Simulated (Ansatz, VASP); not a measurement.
# IrPd (Ir-Pd stack, (111) layers) in two plane-wave programs

Aim: how closely do two programs agree when they are given the same cell, functional and k mesh? Of the first pair: The structure shown is the start of the Ansatz relaxation below; VASP solves that cell, so the two are compared at the walk's first step.

Main program and level: Ansatz 0.2.0; plane waves, with VASP 6.6.1 beside it; PBEsol.

### 1. The starting structure

The cell holds 2 atoms: 1 Ir and 1 Pd. Cell: a = 2.751 Å, b = 2.751 Å, c = 28.292 Å, α = 90.0°, β = 90.0°, γ = 120.0°. It derives from IrPd. Vacuum lies along c. The height across the vacuum is the one that the program set for its solve, not the one typed.

### 2. Ansatz: relaxation, PBEsol

Ansatz runs on its default PAW (the set named soft_2) files.

The two programs are compared at the cell with which this relaxation starts, whose forces are those of its first step.

Contents of input.yaml:

```yaml
crystal:
  lattice:
    - [2.75065, 0.0, 0.0]
    - [-1.37532, 2.38213, 0.0]
    - [0.0, 0.0, 13.24589]
  atoms:
    - { symbol: Ir, position: [0.0, 0.0, 0.41522306] }
    - { symbol: Pd, position: [0.33333333, 0.66666667, 0.58477694] }
  periodic: [true, true, false]
kpoints:
  mp_grid: { grid: [12, 12, 1] }
hamiltonian:
  xc: pbesol
scf:
  occupations: { method: gaussian, width: 0.1 }
output:
  forces: true
  stress: true
  eigenvalues: true
  write_density: true
  write_potential: true
  elf: true
  volumetric_format: npy
relax:
  adjacent_minimum: "off"
  f_tol: 0.005
  max_steps: 80
  cell: { stress_2d_tol: 0.02 }
```

Command:

```sh
> ansatz run input.yaml --threads 4 --pin off --max-ram 8192MiB --backend cpu --events-out ev --progress --plain --runs-dir out
```

Numbers of over 12 decimals in the logs are rounded to 6 here.

The program printed:

```text
Warning: crystal.periodic: the lattice vector that does not repeat stood 0.000° off the slab's normal, 13.246 Å along it as the deck builds it. The run solves the slab on a vector along the normal, 28.292 Å long, with every atom where it was (on the deck's vector they left 11.00 Å outside them, and the widest stretch free of ions among them is 2.25 Å). A fractional position that the run reports is one of the run's ce [...]
crystal.periodic: the lattice vector that does not repeat stood 0.000° off the slab's normal, 13.246 Å along it as the deck builds it. The run solves the slab on a vector along the normal, 28.292 Å long, with every atom where it was (on the deck's vector they left 11.00 Å outside them, and the widest stretch free of ions among them is 2.25 Å). A fractional position that the run reports is one of the run's cell, which [...]
Engine: ansatz 0.2.0, aarch64-unknown-linux-gnu
Pseudopotentials: kind: paw
Pseudopotential: Ir, paw, valence charge 17, recommended cutoff 420 eV (normal), Ir.paw.azcp
Pseudopotential: Pd, paw, valence charge 18, recommended cutoff 420 eV (normal), Pd.paw.azcp
Functional definition: PBEsol
  exchange = pbesol_x
  correlation = pbesol_c
Crystal: 2 atoms, lattice volume = 185.379 Å³
Basis set: ecut = 420 eV, 3641 PW (Γ), exchange–correlation on 40×40×384 points (8 copies of the dense FFT grid, shifted against one another)
Bands: 22, of which v1, the nominal top of the filled ones, is band 18 counted from 1 (17 counted from 0)
Symmetry: 6 space group operations
Space group: P3m1 (ITA 156), of the structure as read, at distance tolerance 5.7e-5 Å
k-points: 19 of 144 (time reversal used)
Non-local potential: Ir, projectors of the file, l = 0: 3, l = 1: 2, l = 2: 2, l = 3: 1
Non-local potential: Pd, projectors of the file, l = 0: 2, l = 1: 2, l = 2: 2, l = 3: 1
PAW form: soft (Blöchl's): semilocal exchange-correlation on the pseudo side does not see the compensation charge
PAW frozen core: Ir, regenerated for the run's functional, and the local potential with it (the file was generated under x = pbe(κ = 0.804, μ = 0.219515), c = pbe(β = 0.066725))
PAW frozen core: Pd, regenerated for the run's functional, and the local potential with it (the file was generated under x = pbe(κ = 0.804, μ = 0.219515), c = pbe(β = 0.066725))
PAW one-centre angular grid: Ir, 590 points (default); XC on 64 Gauss nodes
PAW one-centre angular grid: Pd, 590 points (default); XC on 64 Gauss nodes
Initial density: superposition of atomic densities (neutral atoms: chi_scale 0, normalization atom), corrected by the library's trained network
Initial wavefunctions: pseudopotential atomic-orbital guess
Functional: x = pbesol(κ = 0.804, μ = 0.123457), c = pbesol(β = 0.046)
SCF iter   1: F=—  HF=-18703.616832 eV  |F-HF|=—  |Δ(HF+E_count)|=         —  Δρ=4.86e-3  dr2=2.74e-1  ethr=1.77e-3  ⟨swp⟩=14.1  Hψ=3623  notcnv=0
[...]
SCF iter   4: F=—  HF=-18703.848276 eV  |F-HF|=—  |Δ(HF+E_count)|=   1.53e-5  Δρ=2.49e-5  dr2=6.66e-6  ethr=3.65e-7  ⟨swp⟩=1.6  Hψ=505  notcnv=0
SCF iter   5: F=—  HF=-18703.848402 eV  |F-HF|=—  |Δ(HF+E_count)|=   1.26e-4  Δρ=1.05e-5  dr2=2.27e-7  ethr=1.90e-8  ⟨swp⟩=3.3  Hψ=899  notcnv=0
SCF iter   6: F=-18703.848402 eV  HF=-18703.848402 eV  |F-HF|=4.87e-10  |Δ(HF+E_count)|=   3.25e-8  Δρ=4.10e-6  dr2=3.41e-8  ethr=2.60e-10  ⟨swp⟩=22.7  Hψ=5274  notcnv=0
SCF 5 converged in 6 iterations: F = -18703.848402 eV  dr2 = 3.41e-8
relax step   5: F+E_penalty+E_count = -18703.84840207 eV  Δ(F+E_penalty+E_count) = -2.499e-4 eV  max|allowed force component| = 2.011e-3 eV/Å  Δτ_max = 0.0036 Å  P = -0.018 N/m  Ω = 169.384 Å³  energy of the carried Pulay correction = +8.706e-4 eV  fix = [c, alpha, beta]  reactions: c -0.000 N/m  (6 SCF iters, dr2 threshold 9.10e-8 eV, accepted)
Basis set: ecut = 420 eV, 3401 PW (Γ), exchange–correlation on 36×36×384 points (8 copies of the dense FFT grid, shifted against one another)
Initial wavefunctions: pseudopotential atomic-orbital guess (no wavefunctions were taken with the density)
iter 1 solved again at ethr=1.24e-6 eV; its pass at ethr=3.10e-3 eV (dr2=4.33e-4 eV) is discarded
SCF iter   1: F=—  HF=-18703.846951 eV  |F-HF|=—  |Δ(HF+E_count)|=         —  Δρ=1.22e-4  dr2=4.21e-6  ethr=1.24e-6  ⟨swp⟩=5.4  Hψ=5497  notcnv=0
preconditioner: auto → LDOS  [metal: Δε(μ)=0.042 eV  Ē_g=7.436 eV  σ=0.100 eV  W_gap=0.23  n_scr=18 (ndim 8)  ℏωp=12.4 eV  f_vac=0.773  D(μ)=6.05/eV (n_scr^D=22)  β→1.0]
SCF iter   2: F=—  HF=-18703.846946 eV  |F-HF|=—  |Δ(HF+E_count)|=   5.36e-6  Δρ=4.51e-5  dr2=5.49e-6  ethr=1.20e-8  ⟨swp⟩=4.1  Hψ=1182  notcnv=0
SCF iter   3: F=—  HF=-18703.846944 eV  |F-HF|=—  |Δ(HF+E_count)|=   1.99e-6  Δρ=1.15e-5  dr2=1.83e-6  ethr=1.20e-8  ⟨swp⟩=3.6  Hψ=941  notcnv=0
SCF iter   4: F=—  HF=-18703.846946 eV  |F-HF|=—  |Δ(HF+E_count)|=   2.74e-6  Δρ=1.34e-5  dr2=6.88e-7  ethr=5.22e-9  ⟨swp⟩=2.7  Hψ=694  notcnv=0
SCF iter   5: F=—  HF=-18703.846947 eV  |F-HF|=—  |Δ(HF+E_count)|=   1.05e-7  Δρ=6.86e-6  dr2=3.76e-7  ethr=1.97e-9  ⟨swp⟩=2.9  Hψ=749  notcnv=0
SCF iter   6: F=—  HF=-18703.846947 eV  |F-HF|=—  |Δ(HF+E_count)|=   1.22e-8  Δρ=2.50e-6  dr2=5.19e-8  ethr=1.07e-9  ⟨swp⟩=1.7  Hψ=552  notcnv=0
SCF iter   7: F=—  HF=-18703.846947 eV  |F-HF|=—  |Δ(HF+E_count)|=   3.23e-8  Δρ=1.05e-6  dr2=5.38e-9  ethr=1.48e-10  ⟨swp⟩=3.1  Hψ=780  notcnv=0
SCF iter   8: F=—  HF=-18703.846947 eV  |F-HF|=—  |Δ(HF+E_count)|=   5.80e-9  Δρ=4.21e-7  dr2=7.00e-10  ethr=1.54e-11  ⟨swp⟩=3.4  Hψ=881  notcnv=0
SCF iter   9: F=—  HF=-18703.846947 eV  |F-HF|=—  |Δ(HF+E_count)|=  8.37e-10  Δρ=1.41e-7  dr2=8.94e-11  ethr=2.00e-12  ⟨swp⟩=2.8  Hψ=751  notcnv=0
SCF iter  10: F=—  HF=-18703.846947 eV  |F-HF|=—  |Δ(HF+E_count)|=  1.31e-10  Δρ=3.31e-8  dr2=5.25e-12  ethr=1.00e-12  ⟨swp⟩=2.1  Hψ=591  notcnv=0
SCF iter  11: F=—  HF=-18703.846947 eV  |F-HF|=—  |Δ(HF+E_count)|=  6.55e-11  Δρ=2.53e-8  dr2=2.63e-12  ethr=1.00e-12  ⟨swp⟩=13.8  Hψ=3173  notcnv=0
SCF iter  12: F=-18703.846947 eV  HF=-18703.846947 eV  |F-HF|=2.11e-10  |Δ(HF+E_count)|=  1.09e-10  Δρ=8.94e-9  dr2=1.42e-13  ethr=1.00e-12  ⟨swp⟩=8.0  Hψ=2188  notcnv=0
SCF 6 converged in 12 iterations: F = -18703.846947 eV  dr2 = 1.42e-13
relax step   6: F+E_penalty+E_count = -18703.84694659 eV  Δ(F+E_penalty+E_count) = +1.455e-3 eV  max|allowed force component| = 2.137e-3 eV/Å  Δτ_max = 0.0000 Å  P = +0.014 N/m  Ω = 169.384 Å³  fix = [c, alpha, beta]  reactions: c +0.000 N/m  stress off target by 1.38e-2 N/m on what of the cell is left free  SCF on the basis re-selected at this cell (its energy is not comparable with the rows above)  (12 SCF iters)
basis re-selected at this cell: Δ(F+E_penalty+E_count) = +1.455e-3 eV, ΔP = +0.031 N/m vs the last step (what re-selecting the basis moved, of the pressure what is left beyond the Pulay correction that the steps carried, after the strain that the cell walked since its last selection, with what the two solves' SCF thresholds leave and, on support functions, any second-order correction that the steps lacked; it is no measure of the basis error at this ecutwfc). The dense FFT grid was sized anew with the basis: this SCF ran on 18×18×192 points, the steps before it on 20×20×192, so part of this shift can come from that change (see relax.cell in the input reference). [rest of the remark cut]
WARN: The output density's exchange-correlation potential varies sharply where the density is thin. Do not read a vacuum level from v_tot or v_xc, or from such a field of the output density. On a cell that repeats whose density bears no net charge and no dipole along the vacuum's axis use v_es (v_loc + v_h of the components); under efield.dipole_correction with no amplitude use v_es + v_field, which holds any externa [...]
SCF converged after 12 iterations
Free energy (F): -18703.846947 eV
Harris-Foulkes:  -18703.846947 eV  (|F-HF|=2.11e-10)
Internal energy: -18703.816682 eV  (E = F + TS)
E sigma→0 (E₀):  -18703.831814 eV
Entropy (-TS):   -0.030265 eV (-15.132 meV/atom)
Fermi energy:    -5.378044 eV
--- Per-component energies (eV) ---
  E_band       = -1196.678604
  E_kinetic    = 1135.693030
  E_local      = -108159.554308  (includes V_loc(G=0)·N_el)
  E_nonlocal   = 296.505818
  E_hartree    = 53301.942944
  E_xc         = -432.279302
  E_vxc        = -508.302232  (∫ρ·V_xc dr)
  E_paw        = -12774.060075  (= ΣΔE_a)
  E_vpaw       = -564.906991  (= ΣTr[D̂ρ^β])
  E_aug_tail   = 0.000256  (compensation charges beyond the density's cutoff)
  E_ewald      = 47927.367147
  E_core_change = 0.567809  (= ΣΔE_core)
  E_smearing   = -0.030265  (= −TS)
  E_closure    = 0.000000  (closes the sum)
  Σ components = -18703.846947   (vs F -18703.846947, Δ=0.00e0)
--- Forces (eV/Å), atoms counted from 1 ---
  atom   1  Ir     0.00000000    -0.00000000    -0.00213737
  atom   2  Pd    -0.00000000     0.00000000     0.00213741
  max |Σ_I F_I| component: 3.99e-8 eV/Å
--- 2D stress c σ (N/m, compression-positive) ---
        0.013778       0.000000      -0.000000
        0.000000       0.013778       0.000000
       -0.000000       0.000000       0.000000
  P = ½ c Tr σ = 0.0138 N/m
--- Band table (eV; the first three rows and the last of 19) ---
  k-point 0: bands = [... 14 lower, -8.3852, -6.9365, -6.4517, -6.4517, -4.8890, -4.8890, -4.7868, -0.3402]
  k-point 1: bands = [... 14 lower, -8.1720, -7.2654, -6.5075, -6.4837, -5.5827, -4.9223, -3.5683, -0.1404]
  k-point 2: bands = [... 14 lower, -7.8234, -7.5671, -7.0142, -6.5908, -5.2300, -5.0137, -2.2056, 0.4495]
  k-point 18: bands = [... 14 lower, -8.3556, -6.8425, -6.0524, -5.4188, 1.2049, 2.5586, 2.8148, 3.4180]
--- Relaxed structure (5 steps of the walk, 5 accepted, 1 SCFs on fresh bases) ---
  F+E_penalty+E_count = -18703.84694659 eV   max|allowed force component| = 2.137e-3 eV/Å   (the final SCF, on the basis selected at the relaxed cell)
  cell:  # Å, volume = 169.3835 Å³
    - [2.629300, -2.7593983195875005e-6, 0]
    - [-1.314647, 2.277042, 0]
    - [0, 0, 28.291784]
  atoms:
    - { symbol: Ir, position: [-1.8609203668801555e-17, -3.164602376071028e-19, 0.194126] }
    - { symbol: Pd, position: [0.333333, 0.666667, 0.274063] }
```

In the SCF lines HF is the Harris–Foulkes energy and dr2 the Hartree energy of the density residual, in eV; the loop may stop once dr2 is under the threshold and the program's other checks hold. Hψ counts applications of the Hamiltonian.

### 3. VASP: single point, PBEsol, start cell, pair 1

The same cell, functional, mesh and smearing now go to VASP, with its own data sets.

Lines of VASP's logs that name or quote its potential files are left out, and so is its time.

Contents of INCAR:

```
SYSTEM = IrPd
PREC = Accurate
ENCUT = 400
EDIFF = 1E-06
NELM = 120
ISMEAR = 0
SIGMA = 0.1
LREAL = .FALSE.
ALGO = Normal
GGA = PS
NBANDS = 15
LASPH = .TRUE.
LORBIT = 11
LWAVE = .FALSE.
LCHARG = .FALSE.
ISIF = 2
LDIPOL = .TRUE.
IDIPOL = 3
DIPOL = 0.5 0.5 0.234
LVHAR = .TRUE.
GGA_COMPAT = .FALSE.
NELMDL = -8
```

Contents of POSCAR:

```
IrPd
1.0
    2.7506480000     -0.0000030000      0.0000000000
   -1.3753220000      2.3821330000      0.0000000000
    0.0000000000      0.0000000000     28.2917840000
Ir Pd
1 1
Direct
    0.0000000000      0.0000000000      0.1944026930
    0.3333333333      0.6666666667      0.2737858807
```

Contents of KPOINTS:

```
Automatic mesh
0
Gamma
12 12 1
0 0 0
```

PAW data sets: Ir and Pd (PBE family, release 64).

Command:

```sh
> mpirun -np 1 vasp_std
```

The program printed:

```text
[banner, memory and clock lines left out]
running    1 mpi-ranks, on    1 nodes
 distrk:  each k-point on    1 cores,    1 groups
 distr:  one band on    1 cores,    1 groups

 POSCAR found type information on POSCAR IrPd
 POSCAR found :  2 types and       2 ions
|                                                                             |
|               ----> ADVICE to this user running VASP <----                  |
|                                                                             |
|     You enforced a specific xc type in the INCAR file but a different       |
|     [... a line on the potential file left out ...]
|     I HOPE YOU KNOW WHAT YOU ARE DOING!                                     |
|                                                                             |

 LDA part: xc-table for (Slater+PW92), standard interpolation
 POSCAR, INCAR and KPOINTS ok, starting setup
 FFT: planning ... GRIDC
 FFT: planning ... GRID_SOFT
 FFT: planning ... GRID
 WAVECAR not read
 entering main loop
       N       E                     dE             d eps       ncg     rms          rms(c)
DAV:   1     0.118308855408E+03    0.11831E+03   -0.56632E+03   570   0.745E+02
DAV:   2    -0.814999037843E+01   -0.12646E+03   -0.11673E+03   816   0.213E+02
DAV:   3    -0.146861398348E+02   -0.65361E+01   -0.60323E+01   690   0.515E+01
DAV:   4    -0.147935062103E+02   -0.10737E+00   -0.10676E+00   728   0.749E+00
DAV:   5    -0.147958585900E+02   -0.23524E-02   -0.23519E-02   774   0.970E-01
DAV:   6    -0.147959270039E+02   -0.68414E-04   -0.68414E-04   891   0.150E-01
DAV:   7    -0.147959276550E+02   -0.65103E-06   -0.65112E-06   727   0.103E-02
DAV:   8    -0.147959276825E+02   -0.27581E-07   -0.27817E-07   524   0.184E-03    0.125E+01
DAV:   9    -0.164378869589E+02   -0.16420E+01   -0.13800E+01   838   0.434E+01    0.170E+01
DAV:  10    -0.141300407874E+02    0.23078E+01   -0.12240E+01   839   0.385E+01    0.634E+00
DAV:  11    -0.138202326965E+02    0.30981E+00   -0.50576E-01   668   0.914E+00    0.247E+00
DAV:  12    -0.137333173728E+02    0.86915E-01   -0.37955E-01   876   0.776E+00    0.141E+00
DAV:  13    -0.137233386130E+02    0.99788E-02   -0.34408E-02   705   0.205E+00    0.729E-01
DAV:  14    -0.137195284781E+02    0.38101E-02   -0.58436E-03   697   0.679E-01    0.481E-01
[...]
DAV:  22    -0.137178362485E+02   -0.30089E-04   -0.38123E-06   623   0.125E-02    0.413E-03
DAV:  23    -0.137178656060E+02   -0.29358E-04   -0.18304E-06   611   0.864E-03    0.332E-03
DAV:  24    -0.137178769663E+02   -0.11360E-04   -0.86959E-07   588   0.417E-03    0.196E-03
DAV:  25    -0.137178816136E+02   -0.46473E-05   -0.15913E-07   551   0.368E-03    0.712E-04
DAV:  26    -0.137178871606E+02   -0.55470E-05   -0.16733E-07   559   0.167E-03    0.935E-04
DAV:  27    -0.137178888456E+02   -0.16850E-05   -0.51703E-08   530   0.189E-03    0.300E-04
DAV:  28    -0.137178907674E+02   -0.19217E-05   -0.66118E-08   467   0.861E-04    0.212E-04
DAV:  29    -0.137178912195E+02   -0.45218E-06   -0.96987E-09   523   0.498E-04
   1 F= -.13717891E+02 E0= -.13701955E+02  d E =-.318727E-01
```

From OUTCAR (step 3):

```text
ion  position               nearest neighbor table
   1  0.000  0.000  0.194-   2 2.75   2 2.75   2 2.75
   2  0.333  0.667  0.274-   1 2.75   1 2.75   1 2.75

  LATTYP: Found a hexagonal cell.
 ALAT       =     2.7506480000
 C/A-ratio  =    10.2854978172

 Subroutine GETGRP returns: Found  6 space group operations
 (whereof  6 operations were pure point group operations)

The static configuration has the point symmetry C_3v.

 Found     19 irreducible k-points:

   k-points           NKPTS =     19   k-points in BZ     NKDIM =     19   number of bands    NBANDS=     15

   dimension x,y,z NGX =    18 NGY =   18 NGZ =  192
   dimension x,y,z NGXF=    36 NGYF=   36 NGZF=  384

   ENCUT  =  400.0 eV  29.40 Ry    5.42 a.u.   4.49  4.49 46.14*2*pi/ulx,y,z

   NELECT =      19.0000    total number of electrons

 k-points in reciprocal lattice and weights: Automatic mesh
   0.00000000  0.00000000  0.00000000       0.007
   0.08333333  0.00000000  0.00000000       0.042
   0.16666667  0.00000000  0.00000000       0.042
   0.25000000  0.00000000  0.00000000       0.042
   0.33333333  0.00000000  0.00000000       0.042
   0.41666667  0.00000000  0.00000000       0.042
   0.50000000  0.00000000  0.00000000       0.021
   0.08333333  0.08333333  0.00000000       0.042
   0.16666667  0.08333333  0.00000000       0.083
[...]
0.33333333  0.25000000  0.00000000       0.083
   0.33333333  0.33333333  0.00000000       0.014

 dipolmoment           0.000000      0.000000     -0.020314 electrons x Angstroem

 average (electrostatic) potential at core
       1 -61.1295       2 -83.1607

 E-fermi :  -3.0269

 k-point     1 :       0.0000    0.0000    0.0000
  band No.  band energies     occupation
    ...
      6      -5.6332      2.00000
      7      -5.6332      2.00000
      8      -4.2176      2.00000
      9      -4.0672      2.00000
     10      -4.0672      2.00000
     11      -2.6858      0.00000
     12      -2.6858      0.00000
     13      -1.9960      0.00000
     14       1.9918      0.00000
     15       2.3801      0.00000

 k-point     2 :       0.0833    0.0000    0.0000
  band No.  band energies     occupation
    ...
      7      -5.4774      2.00000
      8      -4.6101      2.00000
      9      -4.1059      2.00000
     10      -3.8825      2.00000
     11      -3.1476      1.91218
     12      -2.7022      0.00000
     13      -1.0965      0.00000
     14       2.1761      0.00000
     15       2.5596      0.00000

 k-point     3 :       0.1667    0.0000    0.0000
  band No.  band energies     occupation
    ...
      6      -5.2109      2.00000
      7      -5.0775      2.00000
      8      -5.0353      2.00000
      9      -4.2693      2.00000
     10      -4.1266      2.00000
     11      -2.7909      0.00085
     12      -2.7501      0.00009
     13       0.1731      0.00000
     14       2.7241      0.00000
     15       3.0965      0.00000

  Total       -5.1970717     -5.1970736     -1.3375110      0.0000013      0.0000000      0.0000000
  in kB      -44.9167376    -44.9167547    -11.5597077      0.0000113      0.0000000      0.0000000
  external PRESSURE =     -33.7977333 kB  Pullay stress =       0.0000000 kB

  energy-cutoff  :      400.00
  volume of cell :      185.38
      direct lattice vectors                 reciprocal lattice vectors
     2.750648000 -0.000003000  0.000000000     0.363550927  0.209895748  0.000000000
    -1.375322000  2.382133000  0.000000000     0.000000458  0.419792106  0.000000000
     0.000000000  0.000000000 28.291784000     0.000000000  0.000000000  0.035345951

 POSITION                                       TOTAL-FORCE (eV/Angst)
 -----------------------------------------------------------------------------------
      0.00000      0.00000      5.50000        -0.000000      0.000000      0.573476
      0.00000      1.58809      7.74589         0.000000     -0.000000     -0.573476
 -----------------------------------------------------------------------------------
    total drift:                               -0.000000     -0.000000     -0.000004

  FREE ENERGIE OF THE ION-ELECTRON SYSTEM (eV)
  ---------------------------------------------------
  free  energy   TOTEN  =       -13.7178912195 eV

  energy  without entropy=      -13.6860185437  energy(sigma->0) =      -13.70195488

 vacuum level on the upper side and lower side of the slab         2.108         2.669

 total charge
# of ion       s       p       d       tot
------------------------------------------
    1        0.640   0.483   6.827   7.951
    2        0.452   0.409   8.472   9.332
--------------------------------------------------
tot          1.092   0.891  15.299  17.283

[... 3 further parts left out ...]
```

This run has no spin polarisation. Its electron count is odd, so without a moment it is a metal by construction. The PAW data sets were made with PBE, which is usual practice but a small mismatch for other functionals.

### 4. Comparison

Known differences besides the potentials themselves: Ansatz cuts the interaction across the vacuum, VASP repeats the sheet with a dipole correction (LDIPOL); the data sets hold 35 valence electrons in Ansatz (on its default PAW (the set named soft_2) files) and 19 in VASP; the cutoff is 420 eV in Ansatz and 400 eV in VASP; Ansatz makes its cores anew for this functional, VASP keeps those of its PBE data sets. Total energies have different zeros and are not compared.

Forces (eV/Å; atoms numbered as in POSCAR):

```
atom        Ansatz x, y, z          VASP x, y, z
 Ir1   0.000, 0.000, 0.571   0.000, 0.000, 0.573
 Pd2  0.000, 0.000, -0.571  0.000, 0.000, -0.573
```

The forces differ by 1.4 meV/Å r.m.s., which is 0.4 % of the r.m.s. force of 0.331 eV/Å (both taken over all components). Where the cell holds vacuum, a pressure given here is an average over it and none of the material.

### 5. Ansatz: relaxation, PBEsol

This run makes the geometry at which the two programs are then compared.

The structure compared here is the end of the Ansatz relaxation.

This is the run of step 2 again, met here at its other cell.

[end of part 1 of 2]

[Lines on the potential files, build, host, timing and source positions are cut from VASP's logs without a mark.]

[Logs are printed without paths, hosts, clocks, repeated set-up lines and the standing remarks that a program may print on its own settings, such as how far it seeks lower states.]

[Hosts, paths, dates, database ids (printed as entryN), source tags and the programs' standing remarks are cut or masked in the printed files.]
